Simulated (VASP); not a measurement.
An input for Ansatz (written as the equivalent of a VASP run, and not itself run):

Ansatz 0.2 input:
```yaml
crystal:
  lattice:
    - [0.0000000, 2.0808000, 2.0808000]
    - [2.0808000, 0.0000000, 2.0808000]
    - [2.0808000, 2.0808000, 0.0000000]
  atoms:
    - { symbol: Li, position: [0.0000000, 0.0000000, 0.0000000] }
    - { symbol: H, position: [0.5000000, 0.5000000, 0.5000000] }
kpoints:
  mp_grid: { grid: [10, 10, 10] }
hamiltonian:
  xc: pbe
  pseudopotentials: { kind: paw }
scf:
  occupations: { method: gaussian, width: 0.5 }
  max_iter: 100
output: { forces: true, stress: true, eigenvalues: true }
```

### Question
Translate this input to VASP (INCAR, KPOINTS, POSCAR, choice of POTCAR).

### Answer
Several could match; the one computed here: 
INCAR:
```
SYSTEM  =  LiH
PREC  =  Accurate; ENCUT  =  520; LREAL  =  F
LASPH  =  T
EDIFF  =  1E-6; NELM  =  100; ALGO  =  Normal
ISMEAR  =  0; SIGMA  =  0.5
GGA  =  PE
ISIF  =  2
LWAVE  =  F; LCHARG  =  F
```

File POSCAR:
```
LiH
2.9426960
  0.0000000000   0.7071066804   0.7071066804
  0.7071066804   0.0000000000   0.7071066804
  0.7071066804   0.7071066804   0.0000000000
Li H
1 1
Cartesian
  0.0000000000   0.0000000000   0.0000000000
  0.7071066804   0.7071066804   0.7071066804
```

File KPOINTS:
```
Automatic mesh
0
Gamma
10 10 10
0 0 0
```

POTCAR, in this order: Li_sv H (PBE.64 set). Program: vasp_std.

Limits of the translation: each code has its own PAW files, so the cut-off isn't converted (ENCUT is set for VASP's; basis.ecutwfc is left out, and Ansatz then takes the one that its files recommend); Ansatz stops its SCF on the density residual and VASP on the energy change (EDIFF).

The compound is LiH in the rock salt structure. The cell was not relaxed at this level. The run is one of a series of settings (SIGMA = 0.5 against the base run), some of them coarse on purpose.
